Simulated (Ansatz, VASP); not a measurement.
## Be5Ge: VASP beside Ansatz

Contents of INCAR:

```
ALGO     = Fast           # electronic algorithm
EDIFF    = 1E-7           # SCF threshold, eV
EDIFFG   = -0.001         # ionic threshold
ENCUT    = 600            # plane-wave cutoff, eV
GGA      = PS             # functional
IBRION   = 2              # ionic algorithm
ISIF     = 3              # what is computed and relaxed
ISMEAR   = -1             # smearing method
LASPH    = True           # aspherical terms in the spheres
LCHARG   = False          # write CHGCAR
LREAL    = False          # projectors in reciprocal space
LWAVE    = False          # write WAVECAR
NELM     = 60             # most SCF steps
NSW      = 80             # ionic steps
PREC     = Accurate       # precision mode
SIGMA    = 0.15           # smearing width, eV
```

File KPOINTS:

```
k-points
0
Gamma
  9 9 10
```

The input POSCAR:

```
Be5Ge
1.0
    4.4062770470      0.0000000000      0.0000000000
   -2.2031385235      3.8159478588      0.0000000000
    0.0000000000      0.0000000000      3.5899283940
Be Ge
5 1
Direct
    0.3333333333      0.6666666667      0.0000000000
    0.6666666667      0.3333333333      0.0000000000
    0.5000000000      0.0000000000      0.5000000000
    0.5000000000      0.5000000000      0.5000000000
    0.0000000000      0.5000000000      0.5000000000
    0.0000000000      0.0000000000      0.0000000000
```

Input for Ansatz:

```yaml
crystal:
  lattice:
    - [4.406277047, 0.0, 0.0]
    - [-2.2031385235, 3.8159478588, 0.0]
    - [0.0, 0.0, 3.589928394]
  atoms:
    - { symbol: Be, position: [0.3333333333, 0.6666666667, 0.0] }
    - { symbol: Be, position: [0.6666666667, 0.3333333333, 0.0] }
    - { symbol: Be, position: [0.5, 0.0, 0.5] }
    - { symbol: Be, position: [0.5, 0.5, 0.5] }
    - { symbol: Be, position: [0.0, 0.5, 0.5] }
    - { symbol: Ge, position: [0.0, 0.0, 0.0] }
basis:
  ecutwfc: 420
kpoints:
  mp_grid: { grid: [9, 9, 10] }
hamiltonian:
  xc: pbesol
scf:
  occupations: { method: fermi_dirac, width: 0.15 }
output:
  forces: true
  stress: true
  eigenvalues: true
relax:
  adjacent_minimum: "off"
  f_tol: 0.001
  max_steps: 60
  cell: { stress_tol: 0.01 }
```

Alike in both runs: task relaxation of cell and atoms; functional PBEsol; k mesh 9 × 9 × 10; occupations fermi-dirac, width 0.15 eV; no spin polarisation.

```csv
,VASP,Ansatz
version,VASP 6.6.1,Ansatz 0.2.0
potentials or method,"VASP PAW PBE potentials, release 64 (Be, Ge_d)","scalar-relativistic, plane waves, PAW"
plane-wave cutoff (eV),600,420
valence electrons in the cell,24,24
```

Ansatz gave:

* gap on the k mesh at the Fermi level, each at its own relaxed structure (eV): none
* relaxed volume (Å³/atom): 10.08
* relaxed cell length with the largest relative difference (Å): 3.595

Problem. Estimate VASP's values.

Solution. gap on the k mesh at the Fermi level, each at its own relaxed structure (eV): none; relaxed volume (Å³/atom): 10.11; relaxed cell length with the largest relative difference (Å): 3.599.

A gap of «none» marks a metal or a gap that the smearing closes.

Caveats: the PAW data sets were made with another functional, which shifts forces and pressure a little (VASP).
